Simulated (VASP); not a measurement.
All values below come from PBEsol GGA, VASP's PBE PAW potentials (set 64) (plane waves; VASP). Each cell was relaxed at this level.

Without a dispersion term in the relaxation, distances and binding between the weakly bound layers, chains or molecules are unreliable, and so is what depends on them.

Problem. Which of these has an unstable (imaginary) mode at Γ?
(A) MoS2, P6_3/mmc (194)
(B) InSb, F-43m (216)
(C) Mg2Si, Fm-3m (225)
(D) RbPbF3, Pm-3m (221)

Solution. D, RbPbF3, Pm-3m (221). Its optical Γ-point modes are 79i (×3), 52i (×3), 60 (×3), 199 (×3) cm⁻¹.
